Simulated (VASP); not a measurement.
An input for Ansatz (written as the equivalent of a VASP run, and not itself run):

Ansatz 0.2 input:
```yaml
crystal:
  lattice:
    - [4.7525105, 0.0000000, 0.0000000]
    - [0.0000000, 4.7525105, 0.0000000]
    - [0.0000000, 0.0000000, 3.2260146]
  atoms:
    - { symbol: Mn, position: [1.0000000, 1.0000000, 0.0000000], spin: 5 }
    - { symbol: Mn, position: [0.5000000, 0.5000000, 0.5000000], spin: -5 }
    - { symbol: F, position: [0.3022949, 0.3022949, 1.0000000] }
    - { symbol: F, position: [0.8022949, 0.1977051, 0.5000000] }
    - { symbol: F, position: [0.1977051, 0.8022949, 0.5000000] }
    - { symbol: F, position: [0.6977051, 0.6977051, 0.0000000] }
kpoints:
  mp_grid: { grid: [4, 4, 6] }
hamiltonian:
  xc: lda
  pseudopotentials: { kind: paw }
magnetization: { spin_polarized: true }
scf:
  occupations: { method: gaussian, width: 0.05 }
  max_iter: 100
relax:
  max_steps: 60
  f_tol: 0.02
  cell: {}
output: { forces: true, stress: true, eigenvalues: true }
```

Problem. Write the VASP files for the same calculation (LDA).

Solution. This is not unique; one that fits is 
File KPOINTS:
```
Automatic mesh
0
Gamma
4 4 6
0 0 0
```

File POSCAR:
```
MnF2
1.0
  4.7525105233   0.0000000000   0.0000000000
  0.0000000000   4.7525105233   0.0000000000
  0.0000000000   0.0000000000   3.2260145904
Mn F
2 4
Cartesian
  4.7525105233   4.7525105233   0.0000000000
  2.3762552616   2.3762552616   1.6130072952
  1.4366598996   1.4366598996   3.2260145904
  3.8129151613   0.9395953620   1.6130072952
  0.9395953620   3.8129151613   1.6130072952
  3.3158506237   3.3158506237   0.0000000000
```

**INCAR**
```
ALGO = Normal
EDIFF = 1E-6
EDIFFG = -0.02
ENCUT = 520
IBRION = 2
ISIF = 3
ISMEAR = 0
ISPIN = 2
LASPH = .TRUE.
LCHARG = .FALSE.
LMAXMIX = 4
LORBIT = 10
LREAL = .FALSE.
LWAVE = .FALSE.
MAGMOM = 5.0 -5.0 4*0.0
NELM = 100
NSW = 60
PREC = Accurate
SIGMA = 0.05
SYSTEM = MnF2
```

POTCAR, in this order: Mn_pv F (LDA.64 set). Program: vasp_std.

What does not carry over: each code has its own PAW files, so the cut-off isn't converted (ENCUT is set for VASP's; basis.ecutwfc is left out, and Ansatz then takes the one that its files recommend); Ansatz stops its SCF on the density residual and VASP on the energy change (EDIFF); Ansatz's lda is the Perdew-Wang form, while the LDA potentials of VASP carry Perdew-Zunger's.

The compound is MnF2 in the rutile structure. This run relaxes it. Symmetry was kept, so distortions that lower it aren't found. The start is the result of an earlier pass.
